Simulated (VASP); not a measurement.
Data:

```
AgSb
1.0
    0.00000     2.83770     2.83770
    2.83770     0.00000     2.83770
    2.83770     2.83770     0.00000
Sb Ag
1 1
Direct
  0.00000   0.00000   0.00000
  0.50000   0.50000   0.50000
```

Method: r2SCAN meta-GGA, VASP's PBE PAW potentials (set 64) (plane waves; VASP 6.6.1). Settings: 480 eV cut-off, 10×10×10 Γ-centred mesh, first-order Methfessel-Paxton smearing of 0.10 eV, potentials Sb Ag.

Give the stress tensor in GPa (positive for a compressed cell).

```
2.61  0.00  0.00
0.00  2.61  0.00
0.00  0.00  2.61
```
The pressure is its mean diagonal, 2.61 GPa.

The structure was generated: AgSb was put into the rocksalt type (Fm-3m), which need not be its known phase. This cell was strained or had an atom moved on purpose.
